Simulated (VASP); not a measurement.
Given:

```xyz
4
Lattice="2.5307 -6.6876 0.0000 2.5307 6.6876 0.0000 0.0000 0.0000 4.9874" Properties=species:S:1:pos:R:3 pbc="T T T"
Sb     2.5307    -0.8560     1.2468
Sb     2.5307     0.8560     3.7405
Zr     2.5307    -4.7448     1.2468
Zr     2.5307     4.7448     3.7405
```

The numbers are results of LDA (Ceperley-Alder, Perdew-Zunger), VASP's LDA PAW potentials (set 64) (plane waves; VASP), not measurements. Settings: 300 eV cut-off, 3×3×3 Γ-centred mesh, Gaussian smearing of 0.10 eV, potentials Sb Zr_sv.

Q: Give the energies of bands 11 to 20 at the high-symmetry points, in eV from the Fermi level.

A: 
```
band      Γ      Y     C0      Z     A0      T      S      R
----  -----  -----  -----  -----  -----  -----  -----  -----
11    -3.10  -3.13  -3.96  -3.21  -3.26  -3.69  -4.01  -3.18
12    -2.68  -2.60  -3.16  -3.21  -3.26  -3.69  -3.15  -3.18
13    -2.44  -2.37  -2.10  -1.81  -2.59  -1.66  -2.29  -2.65
14    -1.78  -1.93  -1.81  -1.81  -2.59  -1.66  -1.64  -2.65
15    -0.36  -0.79  -1.45  -1.12  -0.45  -0.41  -1.38  -0.51
16    -0.18  -0.01  -0.55  -1.12  -0.45  -0.41  -0.62  -0.51
17    -0.11   0.09  -0.19   0.18   0.29   0.07  -0.22   0.23
18     0.08   0.33  -0.11   0.18   0.29   0.07   0.18   0.23
19     0.16   0.35   0.14   0.61   0.54   0.16   0.23   0.57
20     0.24   0.40   0.46   0.61   0.54   0.16   0.56   0.58
```

It has no gap at this level: it comes out as a metal or semimetal.

The structure was generated: ZrSb was put into an ordered model structure, which need not be its known phase. The cell was not relaxed at this level. The k-mesh is coarse (spacing up to 0.44 per Å, 2π included), so the numbers may not be converged in it.
